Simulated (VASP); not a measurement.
Level of theory: PBEsol GGA, VASP's PBE PAW potentials (set 64) (plane waves; VASP).

VASP ran on this input.

### INCAR
```
# general
SYSTEM =WSe
PREC   =Accurate
ENCUT  =400
LREAL  =.False.
LASPH  =.True.

# electronic loop
EDIFF  =1E-6
NELM   =100
ALGO   =Normal
LMAXMIX=6

# smearing
ISMEAR =1
SIGMA  =0.1

# functional
GGA    =PS

# ions
IBRION =2
NSW    =60
ISIF   =3
EDIFFG =-0.01

# output
LWAVE  =.False.
LCHARG =.False.
```

KPOINTS:
```
Automatic mesh
0
Gamma
11 11 11
0 0 0
```

File POSCAR:
```
WSe
1
   -0.0000000000     2.5841628056     2.5841628056
    2.5841628056     0.0000000000     2.5841628056
    2.5841628056     2.5841628056     0.0000000000
W Se
1 1
Direct
  0.0000000000   0.0000000000   0.0000000000
  0.5000000000   0.5000000000   0.5000000000
```

POTCAR, in this order: W_sv Se (PBE.64 set). Program: vasp_std.

What VASP printed:

**OUTCAR**
```
 ion  position               nearest neighbor table
   1  0.000  0.000  0.000-   2 2.58   2 2.58   2 2.58   2 2.58   2 2.58   2 2.58
   2  0.500  0.500  0.500-   1 2.58   1 2.58   1 2.58   1 2.58   1 2.58   1 2.58
  LATTYP: Found a face centered cubic cell.
 ALAT       =     5.1683256112
 Subroutine PRICEL returns:
 Original cell was already a primitive cell.
 Subroutine GETGRP returns: Found 48 space group operations
The static configuration has the point symmetry O_h .
The dynamic configuration has the point symmetry O_h .
 Subroutine INISYM returns: Found 48 space group operations
 Subroutine IBZKPT returns following result:
 Found     56 irreducible k-points:

 Following reciprocal coordinates:
            Coordinates               Weight
  0.000000  0.000000  0.000000      1.000000
  0.090909  0.000000  0.000000      8.000000
  0.181818  0.000000  0.000000      8.000000
  0.272727  0.000000  0.000000      8.000000
  0.363636  0.000000  0.000000      8.000000
  0.454545  0.000000  0.000000      8.000000
  0.090909  0.090909  0.000000      6.000000
  0.181818  0.090909  0.000000     24.000000
  0.272727  0.090909  0.000000     24.000000
...
```

File OSZICAR:
```
       N       E                     dE             d eps       ncg     rms          rms(c)
DAV:   1     0.116895615251E+03    0.11690E+03   -0.93028E+03  1568   0.123E+03
DAV:   2    -0.118772168091E+02   -0.12877E+03   -0.12655E+03  1958   0.327E+02
DAV:   3    -0.158716753673E+02   -0.39945E+01   -0.39276E+01  1838   0.541E+01
DAV:   4    -0.159037886256E+02   -0.32113E-01   -0.32107E-01  1754   0.541E+00
DAV:   5    -0.159040535598E+02   -0.26493E-03   -0.26493E-03  1826   0.526E-01    0.172E+01
DAV:   6    -0.154226807160E+02    0.48137E+00   -0.19888E+00  1712   0.113E+01    0.692E+00
DAV:   7    -0.154013847541E+02    0.21296E-01   -0.44300E-02  1802   0.160E+00    0.314E+00
DAV:   8    -0.153958811043E+02    0.55036E-02   -0.11492E-02  1874   0.637E-01    0.224E-01
DAV:   9    -0.153957303664E+02    0.15074E-03   -0.53868E-04  1616   0.176E-01    0.993E-02
DAV:  10    -0.153957327405E+02   -0.23742E-05   -0.41927E-05  1958   0.713E-02    0.249E-02
DAV:  11    -0.153957300548E+02    0.26857E-05   -0.22235E-06  1294   0.167E-02    0.795E-03
DAV:  12    -0.153957301136E+02   -0.58778E-07   -0.16904E-07   802   0.439E-03
   1 F= -.15395730E+02 E0= -.15395666E+02  d E =-.153957E+02
```

### OUTCAR
```
------------------------ aborting loop because EDIFF is reached ----------------------------------------
  FORCE on cell =-STRESS in cart. coord.  units (eV):
  Direction    XX          YY          ZZ          XY          YZ          ZX
  --------------------------------------------------------------------------------------
  Total        0.0058002      0.0058002      0.0058002      0.0000000     -0.0000000      0.0000000
  in kB        0.2692543      0.2692543      0.2692543      0.0000000     -0.0000000      0.0000000
  external PRESSURE =       0.2692543 kB  Pullay stress =       0.0000000 kB
  volume of cell :       34.51
      direct lattice vectors                 reciprocal lattice vectors
     0.000000000  2.584162806  2.584162806    -0.193486261  0.193486261  0.193486261
     2.584162806  0.000000000  2.584162806     0.193486261 -0.193486261  0.193486261
     2.584162806  2.584162806  0.000000000     0.193486261  0.193486261 -0.193486261
 POSITION                                       TOTAL-FORCE (eV/Angst)
 -----------------------------------------------------------------------------------
      0.00000      0.00000      0.00000         0.000000     -0.000000      0.000000
      2.58416      2.58416      2.58416        -0.000000      0.000000     -0.000000
 -----------------------------------------------------------------------------------
    total drift:                                0.000000     -0.000000     -0.000000
  FREE ENERGIE OF THE ION-ELECTRON SYSTEM (eV)
  ---------------------------------------------------
  free  energy   TOTEN  =       -15.3957301136 eV

  energy  without entropy=      -15.3955391244  energy(sigma->0) =      -15.39566645

 reached required accuracy - stopping structural energy minimisation
```
(Selected blocks of OUTCAR.)

OUTCAR:
```
 val. band max:        9.6719246180   @ k =  -0.4545   0.0909   0.0000

 cond. band min:       9.7211231949   @ k =  -0.4545   0.3636   0.1818


 Fermi energy:         9.6731722944

 k-point     1 :       0.0000    0.0000    0.0000
  band No.  band energies     occupation
      1     -64.8820      2.00000
      2     -29.1162      2.00000
      3     -29.1162      2.00000
      4     -29.1162      2.00000
      5      -7.1996      2.00000
      6       6.9906      2.00000
      7       6.9906      2.00000
      8       6.9906      2.00000
      9       7.3587      2.00000
     10       7.3587      2.00000
     11       7.3587      2.00000
     12       7.8916      2.00000
     13       7.8916      2.00000
     14      11.2612     -0.00000

 k-point     2 :       0.0909    0.0000    0.0000
  band No.  band energies     occupation
      1     -64.8817      2.00000
      2     -29.1252      2.00000
      3     -29.1170      2.00000
      4     -29.1170      2.00000
      5      -7.0809      2.00000
      6       5.7947      2.00000
      7       6.0837      2.00000
      8       6.0837      2.00000
      9       7.5527      2.00000
     10       7.5527      2.00000
     11       7.9004      2.00000
     12       8.9221      2.00000
     13       8.9221      2.00000
     14      12.0123      0.00000

 k-point     3 :       0.1818    0.0000    0.0000
  band No.  band energies     occupation
      1     -64.8810      2.00000
      2     -29.1493      2.00000
      3     -29.1192      2.00000
      4     -29.1192      2.00000
      5      -6.7413      2.00000
      6       4.1817      2.00000
      7       5.0858      2.00000
      8       5.0858      2.00000
      9       7.9337      2.00000
     10       7.9337      2.00000
     11       8.2313      2.00000
     12      10.4610     -0.00000
     13      10.4610     -0.00000
     14      13.5222      0.00000

 k-point     4 :       0.2727    0.0000    0.0000
  band No.  band energies     occupation
...
```

Unless said otherwise, spin-orbit coupling is left out, though it shifts the bands of the heavy elements here.

The structure was generated: WSe was put into the rock salt type (Fm-3m), which need not be its known phase. It was relaxed first, which changed the volume by -39 %. The start is the result of an earlier pass.
